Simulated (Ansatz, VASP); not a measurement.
# One calculation of HfNbSe4, two programs

```xyz
6
Lattice="0.0000 3.9183 3.9183 3.9183 0.0000 3.9183 3.9183 3.9183 0.0000" Properties=species:S:1:pos:R:3 pbc="T T T"
Hf    1.9591    1.9591    1.9591
Nb    0.0000    0.0000    0.0000
Se    2.9371    2.9371    4.8995
Se    2.9371    4.8995    2.9371
Se    4.8995    2.9371    2.9371
Se    4.8995    4.8995    4.8995
```

Change from the starting cell: species swapped into the CeLuAl4 type (F-43m, No. 216).

Alike in both runs: functional PBE; k mesh 8 × 8 × 8; occupations gaussian, width 0.1 eV; no spin polarisation.

Ansatz relaxed the structure, and its values are those at the end. VASP's run is a single point on that final structure, the one shown.

```csv
,VASP,Ansatz
version,VASP 6.6.1,Ansatz 0.2.0
potentials or method,"VASP PAW PBE potentials, release 64 (Hf_pv, Nb_sv, Se)","scalar-relativistic, plane waves, PAW"
plane-wave cutoff (eV),520,420
valence electrons in the cell,47,103
```

|  | VASP | Ansatz | Ansatz less VASP |
| --- | --- | --- | --- |
| gap on the k mesh at the Fermi level (eV) | none | none | - |
| pressure (GPa) | -0.2 | 0.0 | +0.18 |

A gap of «none» marks a metal or a gap that the smearing closes. The two sets of potentials don't hold the same shells in valence.

The runs have no spin-orbit coupling, so splittings on Hf are missing.
